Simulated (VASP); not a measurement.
The system is Sn2H3Br.

```
Sn H Br
1.0
     5.65033    0.00000    0.00000
    -2.82517    4.89333    0.00000
     0.00000    0.00000    4.17323
Sn H Br
2 3 1
Direct
  0.66667 0.33333 0.49615
  0.33333 0.66667 0.49615
  0.00000 0.50000 0.99502
  0.50000 0.00000 0.99502
  0.50000 0.50000 0.99502
  0.00000 0.00000 0.19263
```

The cell was built by a generator and needn't be a form met in nature.

```yaml
Program: VASP 6.6.1
Task: relaxation of cell and atoms
Functional: PBE
Potentials_or_basis: VASP PAW PBE potentials, release 64 (Sn_d, H, Br)
Cutoff: 520 eV
k_mesh: 3 × 3 × 4
Occupations: gaussian, width 0.15 eV
Spin: no spin polarisation
```

At the start: pressure -6.1 GPa; volume 19.23 Å³/atom.

Q: Where does the relaxation end?

A: Over 14 steps the energy falls by 286.3 meV/atom and the volume is 16.01 Å³/atom (-16.8 %); space group P6mm (No. 183, to 0.05 Å).

The path:
```tsv
step	energy change (eV)	largest force (eV/Å)	pressure (GPa)	volume (Å³)
1	0.0000	0.7750	-6.13	115.39
2	-0.9209	0.6888	-4.27	103.31
3	-1.3366	0.5637	-0.62	94.16
4	-1.3572	0.5179	1.15	90.99
5	-1.3598	0.5373	0.75	91.65
6	-1.3852	0.5209	0.30	92.59
7	-1.4460	0.6216	-0.16	95.43
8	-1.4923	0.4702	-2.21	101.20
9	-1.4976	0.5788	-1.53	99.37
10	-1.5153	0.4869	-1.74	99.39
11	-1.5629	0.4475	-1.73	99.48
12	-1.6327	0.2467	-1.81	99.65
13	-1.6764	0.0726	-2.03	100.00
14	-1.7180	0.0736	-0.27	96.04
```

Final structure:
```
CELL_PARAMETERS angstrom
5.67703 0.00000 0.00000
-2.83851 4.91645 0.00000
0.00000 0.00000 3.44079
ATOMIC_POSITIONS crystal
Sn 0.66667 0.33333 0.45493
Sn 0.33333 0.66667 0.45493
H 0.00000 0.50000 0.93395
H 0.50000 0.00000 0.93395
H 0.50000 0.50000 0.93395
Br 0.00000 0.00000 0.45828
```

Caveat: the k mesh is coarse (spacing up to 0.43 Å⁻¹), so the values aren't converged; the volume moved by over 15 % at a fixed basis, so the end points are rough.
